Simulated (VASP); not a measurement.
VASP input:

File KPOINTS:
```
Automatic mesh
0
G
  11 11 11
```

POSCAR:
```
MgO
1
    0.0000000000     2.1234462331     2.1234462331
    2.1234462331     0.0000000000     2.1234462331
    2.1234462331     2.1234462331     0.0000000000
Mg O
1 1
Direct
  0.0000000000   0.0000000000   0.0000000000
  0.5000000000   0.5000000000   0.5000000000
```

INCAR:
```
! general
SYSTEM  = MgO
PREC    = Accurate
ENCUT   = 620
LREAL   = .FALSE.
LASPH   = .TRUE.

! electronic loop
EDIFF   = 1E-6   ! SCF stop (eV)
NELM    = 100   ! most electronic steps
ALGO    = Normal   ! blocked Davidson

! smearing
ISMEAR  = 0   ! Gaussian
SIGMA   = 0.05   ! width (eV)

! functional
GGA     = PE   ! PBE

! ions
IBRION  = 2   ! conjugate gradients
NSW     = 40   ! most ionic steps
ISIF    = 3   ! ions, shape and volume
EDIFFG  = -0.02   ! ionic stop
PSTRESS = 50   ! kbar

! output
LWAVE   = .FALSE.
LCHARG  = .FALSE.
```

POTCAR, in this order: Mg O (PBE.64 set). Program: vasp_std.

Q: Translate this PBE calculation to Ansatz.

A: One equivalent input (not run):
Ansatz 0.2 input:
```yaml
crystal:
  lattice:
    - [0.0000000, 2.1234462, 2.1234462]
    - [2.1234462, 0.0000000, 2.1234462]
    - [2.1234462, 2.1234462, 0.0000000]
  atoms:
    - { symbol: Mg, position: [0.0000000, 0.0000000, 0.0000000] }
    - { symbol: O, position: [0.5000000, 0.5000000, 0.5000000] }
kpoints:
  mp_grid: { grid: [11, 11, 11] }
hamiltonian:
  xc: pbe
  pseudopotentials: { kind: paw }
scf:
  occupations: { method: gaussian, width: 0.05 }
  max_iter: 100
relax:
  max_steps: 40
  f_tol: 0.02
  cell: { p_target: 5 }
output: { forces: true, stress: true, eigenvalues: true }
```
Limits of the translation: each code has its own PAW files, so the cut-off isn't converted (ENCUT is set for VASP's; basis.ecutwfc is left out, and Ansatz then takes the one that its files recommend); Ansatz stops its SCF on the density residual and VASP on the energy change (EDIFF).

The compound is MgO in the rock salt structure. This run relaxes it under an external pressure of 5 GPa. Symmetry was kept, so distortions that lower it aren't found.
